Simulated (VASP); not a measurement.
Output of a VASP run:

**OUTCAR**
```
 ion  position               nearest neighbor table
   1  0.333  0.667  0.250-   2 2.76   2 2.76   2 2.76   2 2.76   2 2.76   2 2.76
   2  0.667  0.333  0.750-   1 2.76   1 2.76   1 2.76   1 2.76   1 2.76   1 2.76
  LATTYP: Found a hexagonal cell.
 ALAT       =     2.6388176454
 C/A-ratio  =     1.7398209695
 Subroutine PRICEL returns:
 Original cell was already a primitive cell.
 Subroutine GETGRP returns: Found 24 space group operations
The static configuration has the point symmetry D_3d.
 The point group associated with its full space group is D_6h.
The dynamic configuration has the point symmetry D_3d.
 Subroutine INISYM returns: Found 24 space group operations
 Subroutine IBZKPT returns following result:
 Found    120 irreducible k-points:

 Following reciprocal coordinates:
            Coordinates               Weight
  0.000000  0.000000  0.000000      1.000000
  0.071429 -0.000000  0.000000      6.000000
  0.142857 -0.000000  0.000000      6.000000
  0.214286  0.000000  0.000000      6.000000
  0.285714 -0.000000  0.000000      6.000000
  0.357143  0.000000  0.000000      6.000000
  0.428571  0.000000  0.000000      6.000000
  0.500000  0.000000  0.000000      3.000000
  0.071429  0.071429  0.000000      6.000000
  0.142857  0.071429  0.000000     12.000000
  0.214286  0.071429  0.000000     12.000000
  0.285714  0.071429  0.000000     12.000000
  0.357143  0.071429  0.000000     12.000000
  0.428571  0.071429  0.000000     12.000000
  0.142857  0.142857  0.000000      6.000000
  0.214286  0.142857  0.000000     12.000000
  0.285714  0.142857  0.000000     12.000000
  0.357143  0.142857  0.000000     12.000000
  0.428571  0.142857  0.000000      6.000000
  0.214286  0.214286  0.000000      6.000000
  0.285714  0.214286  0.000000     12.000000
  0.357143  0.214286  0.000000     12.000000
  0.285714  0.285714  0.000000      6.000000
  0.357143  0.285714  0.000000      6.000000
  0.000000  0.000000  0.125000      2.000000
  0.071429 -0.000000  0.125000     12.000000
  0.142857 -0.000000  0.125000     12.000000
  0.214286  0.000000  0.125000     12.000000
  0.285714 -0.000000  0.125000     12.000000
  0.357143  0.000000  0.125000     12.000000
  0.428571  0.000000  0.125000     12.000000
  0.500000  0.000000  0.125000      6.000000
  0.071429  0.071429  0.125000     12.000000
  0.142857  0.071429  0.125000     24.000000
  0.214286  0.071429  0.125000     24.000000
  0.285714  0.071429  0.125000     24.000000
  0.357143  0.071429  0.125000     24.000000
  0.428571  0.071429  0.125000     24.000000
  0.142857  0.142857  0.125000     12.000000
  0.214286  0.142857  0.125000     24.000000
   k-points           NKPTS =    120   k-points in BZ     NKDIM =    120   number of bands    NBANDS=     16
   number of dos      NEDOS =    301   number of ions     NIONS =      2
   total plane-waves  NPLWV =  14400
   dimension x,y,z NGX =    20 NGY =   20 NGZ =   36
   dimension x,y,z NGXF=    40 NGYF=   40 NGZF=   72
   ions per type =               2
   PREC   = accura    normal or accurate (medium, high low for compatibility)
   ISTART =      0    job   : 0-new  1-cont  2-samecut
   ICHARG =      2    charge: 1-file 2-atom 10-const
   ISPIN  =      1    spin polarized calculation?
   LNONCOLLINEAR =      F non collinear calculations
   LSORBIT =      F    spin-orbit coupling
   INIWAV =      1    electr: 0-lowe 1-rand  2-diag
   ENCUT  =  480.0 eV  35.28 Ry    5.94 a.u.   4.71  4.71  8.20*2*pi/ulx,y,z
   NELM   =    100;   NELMIN=  2; NELMDL= -5     # of ELM steps
   EDIFF  = 0.1E-06   stopping-criterion for ELM
   LREAL  =      F    real-space projection
   NLSPLINE    = F    spline interpolate recip. space projectors
   LMAXMIX     =    4 max onsite mixed and CHGCAR
   VOSKOWN=      0    Vosko Wilk Nusair interpolation
   EDIFFG = 0.1E-05   stopping-criterion for IOM
   NSW    =      0    number of steps for IOM
...
```

### OSZICAR
```
       N       E                     dE             d eps       ncg     rms          rms(c)
DAV:   1     0.904156929361E+02    0.90416E+02   -0.12324E+04  3952   0.232E+03
DAV:   2    -0.109740969658E+01   -0.91513E+02   -0.90279E+02  3912   0.294E+02
DAV:   3    -0.351236131039E+01   -0.24150E+01   -0.24114E+01  4728   0.595E+01
DAV:   4    -0.351869348820E+01   -0.63322E-02   -0.63320E-02  4608   0.299E+00
DAV:   5    -0.351870191420E+01   -0.84260E-05   -0.84260E-05  4624   0.909E-02    0.507E+00
DAV:   6    -0.319556185758E+01    0.32314E+00   -0.15639E+00  3928   0.290E+01    0.357E+00
DAV:   7    -0.317932573328E+01    0.16236E-01   -0.51820E-02  4936   0.439E+00    0.185E+00
DAV:   8    -0.317144151360E+01    0.78842E-02   -0.19848E-03  5352   0.747E-01    0.547E-02
DAV:   9    -0.317139139682E+01    0.50117E-04   -0.23984E-04  5392   0.250E-01    0.292E-02
DAV:  10    -0.317139546609E+01   -0.40693E-05   -0.21177E-05  4264   0.459E-02    0.316E-03
DAV:  11    -0.317139531814E+01    0.14795E-06   -0.58407E-07  4864   0.129E-02    0.211E-03
DAV:  12    -0.317139502897E+01    0.28917E-06   -0.24937E-08  2512   0.364E-03    0.547E-04
DAV:  13    -0.317139504229E+01   -0.13319E-07   -0.77192E-09  2384   0.129E-03
   1 F= -.31713950E+01 E0= -.31713467E+01  d E =-.144947E-03
```

OUTCAR:
```
------------------------ aborting loop because EDIFF is reached ----------------------------------------
  FORCE on cell =-STRESS in cart. coord.  units (eV):
  Direction    XX          YY          ZZ          XY          YZ          ZX
  --------------------------------------------------------------------------------------
  Total        0.2233044      0.2233045      0.2935531      0.0000000     -0.0000000      0.0000000
  in kB       12.9224405     12.9224452     16.9876751      0.0000000     -0.0000000      0.0000000
  external PRESSURE =      14.2775202 kB  Pullay stress =       0.0000000 kB
  volume of cell :       27.69
      direct lattice vectors                 reciprocal lattice vectors
     1.319408643 -2.285283221  0.000000000     0.378957651 -0.218791262  0.000000000
     1.319408643  2.285283221  0.000000000     0.378957651  0.218791262  0.000000000
     0.000000000  0.000000000  4.591070274     0.000000000  0.000000000  0.217814135
 POSITION                                       TOTAL-FORCE (eV/Angst)
 -----------------------------------------------------------------------------------
      1.31941      0.76176      1.14777        -0.000000      0.000000      0.000000
      1.31941     -0.76176      3.44330         0.000000     -0.000000      0.000000
 -----------------------------------------------------------------------------------
    total drift:                                0.000013      0.000066      0.000004
  FREE ENERGIE OF THE ION-ELECTRON SYSTEM (eV)
  ---------------------------------------------------
  free  energy   TOTEN  =        -3.1713950423 eV

  energy  without entropy=       -3.1712500953  energy(sigma->0) =       -3.17134673
```
(Selected blocks of OUTCAR.)

POSCAR:
```
Zn
1
    1.3194086430    -2.2852832206     0.0000000000
    1.3194086430     2.2852832206     0.0000000000
    0.0000000000     0.0000000000     4.5910702740
Zn
2
Direct
  0.3333330000   0.6666670000   0.2500000000
  0.6666670000   0.3333330000   0.7500000000
```

Question: Reconstruct the remaining input files.

Answer: One answer among several that fit: the input of the run itself, PBEsol GGA, plane waves, VASP's PBE PAW potentials (set 64).

INCAR:
```
SYSTEM = Zn
PREC = Accurate; ENCUT = 480; LREAL = .FALSE.
LASPH = .TRUE.
EDIFF = 1E-7; NELM = 100; ALGO = Normal
LMAXMIX = 4
ISMEAR = 1; SIGMA = 0.1
GGA = PS
ISIF = 2
LWAVE = .FALSE.; LCHARG = .FALSE.
```

KPOINTS:
```
kpoints
0
gamma
 14 14 8
0 0 0
```

POTCAR, in this order: Zn (PBE.64 set). Program: vasp_std.

The compound is Zn in the hcp structure. This cell was strained or had an atom moved on purpose.
